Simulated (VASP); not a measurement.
# RbSrCl3 (Pm-3m) in VASP: further runs, part 2 of 2

VASP 6.6.1. Earlier steps stand in the parts before.

## (3) Single point, LDA

This run uses another cell than the first one, of 36.23 Å³/atom, 1.021 times its volume.

Contents of INCAR:

```
PREC = Accurate ; ENCUT = 520
EDIFF = 1E-6 ; ISMEAR = 0
SIGMA = 0.01 ; LREAL = F
LASPH = T ; NELM = 100
ALGO = Normal ; ISIF = 2
LWAVE = F ; LCHARG = F
NBANDS = 28
```

Contents of KPOINTS:

```
regular mesh
0
Gamma
  3 3 3
```

Contents of POSCAR:

```
RbSrCl3
1.0
    5.6580726199      0.0000000000      0.0000000000
    0.0000000000      5.6580726199      0.0000000000
    0.0000000000      0.0000000000      5.6580726199
Rb Sr Cl
1 1 3
Direct
    0.5000000000      0.5000000000      0.5000000000
    0.0000000000      0.0000000000      0.0000000000
    0.5000000000      0.0000000000      0.0000000000
    0.0000000000      0.5000000000      0.0000000000
    0.0000000000      0.0000000000      0.5000000000
```

Potentials or basis: VASP PAW LDA potentials, release 64 (Rb_sv, Sr_sv, Cl).

Command:

```bash
$ cat potpaw_LDA.64/Rb_sv/POTCAR potpaw_LDA.64/Sr_sv/POTCAR potpaw_LDA.64/Cl/POTCAR > POTCAR
$ mpirun -np 1 vasp_std > vasp.out
```

OUTCAR:

```text
PREC = Accurate
   ENCUT = 520
   EDIFF = 1E-6
   ISMEAR = 0
   LREAL = F
   LASPH = T
   NELM = 100
   ISIF = 2

 ion  position               nearest neighbor table
   1  0.500  0.500  0.500-   3 4.00   4 4.00   5 4.00   3 4.00   4 4.00   3 4.00   5 4.00   3 4.00
                             4 4.00   5 4.00   4 4.00   5 4.00   2 4.90   2 4.90   2 4.90   2 4.90
   2  0.000  0.000  0.000-   3 2.83   4 2.83   5 2.83   5 2.83   4 2.83   3 2.83   1 4.90   1 4.90
                             1 4.90   1 4.90   1 4.90   1 4.90   1 4.90   1 4.90
   3  0.500  0.000  0.000-   2 2.83   2 2.83   1 4.00   1 4.00   1 4.00   1 4.00
   4  0.000  0.500  0.000-   2 2.83   2 2.83   1 4.00   1 4.00   1 4.00   1 4.00
   5  0.000  0.000  0.500-   2 2.83   2 2.83   1 4.00   1 4.00   1 4.00   1 4.00

  LATTYP: Found a simple cubic cell.
 ALAT       =     5.6580726199

  Lattice vectors:

 A1 = (   5.6580726199,   0.0000000000,   0.0000000000)
 A2 = (   0.0000000000,   5.6580726199,   0.0000000000)
 A3 = (   0.0000000000,   0.0000000000,   5.6580726199)

Analysis of symmetry for initial positions (statically):
=====================================================================
 Subroutine PRICEL returns:
 Original cell was already a primitive cell.

 Routine SETGRP: Setting up the symmetry group for a
 simple cubic supercell.

 Subroutine GETGRP returns: Found 48 space group operations
 (whereof 48 operations were pure point group operations)
 out of a pool of 48 trial point group operations.

The static configuration has the point symmetry O_h .

Analysis of symmetry for dynamics (positions and initial velocities):
=====================================================================
 Subroutine PRICEL returns:
 Original cell was already a primitive cell.

 Routine SETGRP: Setting up the symmetry group for a
 simple cubic supercell.

 Subroutine GETGRP returns: Found 48 space group operations
 (whereof 48 operations were pure point group operations)
 out of a pool of 48 trial point group operations.

The dynamic configuration has the point symmetry O_h .

 Subroutine INISYM returns: Found 48 space group operations
 (whereof 48 operations are pure point group operations),
 and found     1 'primitive' translations

----------------------------------------------------------------------------------------

                                     Primitive cell

  volume of cell :     181.1363

  direct lattice vectors                    reciprocal lattice vectors
     5.658072620  0.000000000  0.000000000     0.176738629  0.000000000  0.000000000
     0.000000000  5.658072620  0.000000000     0.000000000  0.176738629  0.000000000
     0.000000000  0.000000000  5.658072620     0.000000000  0.000000000  0.176738629

  length of vectors
     5.658072620  5.658072620  5.658072620     0.176738629  0.176738629  0.176738629

  position of ions in fractional coordinates (direct lattice)
     0.500000000  0.500000000  0.500000000
     0.000000000  0.000000000  0.000000000
     0.500000000  0.000000000  0.000000000
     0.000000000  0.500000000  0.000000000
     0.000000000  0.000000000  0.500000000

  ion indices of the primitive-cell ions
[... 26 lines left out ...]
     0.000000000  0.000000000  0.000000000

 Subroutine IBZKPT returns following result:
 ===========================================

 Found      4 irreducible k-points:

 Following reciprocal coordinates:
            Coordinates               Weight
  0.000000  0.000000  0.000000      1.000000
  0.333333  0.000000  0.000000      6.000000
  0.333333  0.333333  0.000000     12.000000
  0.333333  0.333333  0.333333      8.000000
   k-points           NKPTS =      4   k-points in BZ     NKDIM =      4   number of bands    NBANDS=     28
   number of dos      NEDOS =    301   number of ions     NIONS =      5
   total plane-waves  NPLWV =  74088
   dimension x,y,z NGX =    42 NGY =   42 NGZ =   42
   dimension x,y,z NGXF=    84 NGYF=   84 NGZF=   84
   ions per type =               1   1   3
   NGX,Y,Z   is equivalent  to a cutoff of  12.34, 12.34, 12.34 a.u.
   NGXF,Y,Z  is equivalent  to a cutoff of  24.68, 24.68, 24.68 a.u.
 SYSTEM =  unknown system
   PREC   = accura    normal or accurate (medium, high low for compatibility)
   ISTART =      0    job   : 0-new  1-cont  2-samecut
   ICHARG =      2    charge: 1-file 2-atom 10-const
   ISPIN  =      1    spin polarized calculation?
   LNONCOLLINEAR =      F non collinear calculations
   LSORBIT =      F    spin-orbit coupling
   LASPH  =      T    aspherical Exc in radial PAW
   ENCUT  =  520.0 eV  38.22 Ry    6.18 a.u.  10.52 10.52 10.52*2*pi/ulx,y,z
   NELM   =    100;   NELMIN=  2; NELMDL= -5     # of ELM steps
   EDIFF  = 0.1E-05   stopping-criterion for ELM
   LREAL  =      F    real-space projection
   EDIFFG = 0.1E-04   stopping-criterion for IOM
   NSW    =      0    number of steps for IOM
   IBRION =     -1    ionic relax: 0-MD 1-quasi-New 2-CG
   NFREE  =      0    steps in history (QN), initial steepest desc. (CG)
   ISIF   =      2    stress and relaxation
   ISYM   =      2    0-nonsym 1-usesym 2-fastsym
   POTIM  = 0.5000    time-step for ionic-motion
   TEBEG  =    0.0;   TEEND  =   0.0 temperature during run
   PSTRESS=    0.0 pullay stress
   NELECT =      40.0000    total number of electrons
   NUPDOWN=      -1.0000    fix difference up-down
   EMIN   =  10.00;   EMAX   =-10.00  energy-range for DOS
   EFERMI =   0.00;   METHOD = LEGACY
   ISMEAR =     0;   SIGMA  =   0.01  broadening in eV -4-tet -1-fermi 0-gaus
   EFERMI_NEDOS =   21; number of points for ismear=-14 and -15
   IALGO  =     38    algorithm
   IMIX   =      4    mixing-type and parameters
     AMIX     =   0.40;   BMIX     =  1.00
     AMIX_MAG =   1.60;   BMIX_MAG =  1.00
  volume/ion in A,a.u.               =      36.23       244.47
  Fermi-wavevector in a.u.,A,eV,Ry     =   0.989524  1.869929 13.322249  0.979158
  Thomas-Fermi vector in A             =   2.121129
   LORBIT       =      0    0 simple, 1 ext, 2 COOP (PROOUT), +10 PAW based schemes
   GGA     = CA    functional components
   LHFCALC =     F    Hartree Fock is set to
   AEXX    =    0.0000 exact exchange contribution
   IVDW    =     0    specifies the selected vdW correction
   LEPSILON=     F    determine dielectric tensor
   LRPA    =     F    only Hartree local field effects (RPA)
 non-spin polarized calculation
 Gauss-broadening in eV      SIGMA  =   0.01
  energy-cutoff  :      520.00
  volume of cell :      181.14
 maximum number of plane-waves:      4945
 NGX is ok and might be reduce to    42
   NGX = 21   NGY = 21   NGZ = 21

 number of electron      39.9999989 magnetization

 Free energy of the ion-electron system (eV)
  ---------------------------------------------------
  ext. energy  EPLUGINS =         0.00000000
  ---------------------------------------------------
  free energy    TOTEN  =       -20.74734933 eV

  energy without entropy =      -20.74734933  energy(sigma->0) =      -20.74734933

 E-fermi :  -1.8334     XC(G=0):  -7.7681

 val. band max:       -1.9225981259   @ k =   0.3333   0.3333   0.3333
 cond. band min:       2.4529492472   @ k =   0.0000   0.0000   0.0000
 fundamental gap:      4.3755473732
 Fermi energy:        -1.8333984326

 k-point     1 :       0.0000    0.0000    0.0000
  band No.  band energies     occupation
      1     -33.8084      2.00000
      2     -26.5755      2.00000
      3     -16.0461      2.00000
      4     -16.0461      2.00000
      5     -16.0461      2.00000
      6     -14.2731      2.00000
[... 113 lines left out ...]
     27       6.3202      0.00000
     28       6.7776      0.00000

------------------------ aborting loop because EDIFF is reached ----------------------------------------

  FORCE on cell =-STRESS in cart. coord.  units (eV):
  Direction    XX          YY          ZZ          XY          YZ          ZX
  --------------------------------------------------------------------------------------
  -------------------------------------------------------------------------------------
  Total       -2.1144053     -2.1144053     -2.1144053      0.0000000     -0.0000000      0.0000000
  in kB      -18.7022250    -18.7022250    -18.7022250      0.0000000     -0.0000000      0.0000000
  external PRESSURE =     -18.7022250 kB  Pullay stress =       0.0000000 kB

 VOLUME and BASIS-vectors are now :
 -----------------------------------------------------------------------------
  energy-cutoff  :      520.00
  volume of cell :      181.14
      direct lattice vectors                 reciprocal lattice vectors
     5.658072620  0.000000000  0.000000000     0.176738629  0.000000000  0.000000000
     0.000000000  5.658072620  0.000000000     0.000000000  0.176738629  0.000000000
     0.000000000  0.000000000  5.658072620     0.000000000  0.000000000  0.176738629

 POSITION                                       TOTAL-FORCE (eV/Angst)
 -----------------------------------------------------------------------------------
      2.82904      2.82904      2.82904         0.000000      0.000000      0.000000
      0.00000      0.00000      0.00000         0.000000      0.000000      0.000000
      2.82904      0.00000      0.00000         0.000000      0.000000      0.000000
      0.00000      2.82904      0.00000         0.000000      0.000000      0.000000
      0.00000      0.00000      2.82904         0.000000      0.000000      0.000000
 -----------------------------------------------------------------------------------
    total drift:                                0.000000      0.000000     -0.000000

  FREE ENERGIE OF THE ION-ELECTRON SYSTEM (eV)
  ---------------------------------------------------
  free  energy   TOTEN  =       -20.7473493349 eV

  energy  without entropy=      -20.7473493349  energy(sigma->0) =      -20.74734933
```

OSZICAR:

```text
N       E                     dE             d eps       ncg     rms          rms(c)
DAV:   1     0.262083885000E+03    0.26208E+03   -0.17370E+04   224   0.123E+03
DAV:   2     0.199310837342E+01   -0.26009E+03   -0.25234E+03   292   0.245E+02
DAV:   3    -0.206424065631E+02   -0.22636E+02   -0.22562E+02   296   0.748E+01
DAV:   4    -0.216137414908E+02   -0.97133E+00   -0.97015E+00   380   0.117E+01
DAV:   5    -0.216271515799E+02   -0.13410E-01   -0.13409E-01   296   0.132E+00    0.189E+01
DAV:   6    -0.209192773117E+02    0.70787E+00   -0.13253E+00   256   0.449E+00    0.124E+01
DAV:   7    -0.207732210635E+02    0.14606E+00   -0.69718E-01   308   0.352E+00    0.150E+00
DAV:   8    -0.207518430296E+02    0.21378E-01   -0.11519E-01   288   0.135E+00    0.346E-01
DAV:   9    -0.207479653486E+02    0.38777E-02   -0.83546E-03   296   0.418E-01    0.173E-01
DAV:  10    -0.207473937960E+02    0.57155E-03   -0.14092E-03   340   0.156E-01    0.872E-02
DAV:  11    -0.207473487275E+02    0.45069E-04   -0.20346E-04   332   0.668E-02    0.260E-02
DAV:  12    -0.207473494230E+02   -0.69546E-06   -0.26853E-05   316   0.227E-02    0.107E-02
DAV:  13    -0.207473493349E+02    0.88032E-07   -0.18084E-06   248   0.605E-03
   1 F= -.20747349E+02 E0= -.20747349E+02  d E =-.465737E-37
```

stdout:

```text
POSCAR found type information on POSCAR RbSrCl
 POSCAR found :  3 types and       5 ions
 scaLAPACK will be used
 LDA part: xc-table for (Slater(with rela. corr.)+CA(PZ))
 , standard interpolation
 POSCAR, INCAR and KPOINTS ok, starting setup
 FFT: planning ... GRIDC
 FFT: planning ... GRID_SOFT
 FFT: planning ... GRID
 WAVECAR not read
 entering main loop
```

Run time: 10 s. Hardware: 1 thread of Intel Xeon 6975P-C (Granite Rapids), shared host; peak memory 0.21 GiB.

Results:

```
Free energy            : -20.7473 eV
Pressure               : -1.9 GPa
Band gap on the k mesh : 4.38 eV, indirect (least direct gap 4.47 eV)
```

Caveat: an odd mesh through Γ misses points on the zone boundary, where band edges often lie.
